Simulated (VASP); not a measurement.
Input:

```yaml
crystal:
  lattice:
    - [0.00000, 2.98848, 2.98848]
    - [2.98848, 0.00000, 2.98848]
    - [2.98848, 2.98848, 0.00000]
  atoms:
    - { symbol: Li, position: [0.25000, 0.25000, 0.25000] }
    - { symbol: Li, position: [0.75000, 0.75000, 0.75000] }
    - { symbol: Se, position: [0.00000, 0.00000, 0.00000] }
```

The numbers are results of rev-vdW-DF2, VASP's PBE PAW potentials (set 64) (plane waves; VASP), not measurements. Numerical set-up: 520 eV cut-off, Gaussian smearing of 0.050 eV, potentials Li_sv Se.

Problem. Estimate the band gap (along the path) with the smallest direct gap where there is one.

Solution. 
```json
{
  "band gap (along the path)": "2.94 eV",
  "smallest direct gap (along the path)": "3.42 eV"
}
```

Only differences to runs with the same potentials and settings are physical.

The compound is Li2Se in the antifluorite structure. It was relaxed first.
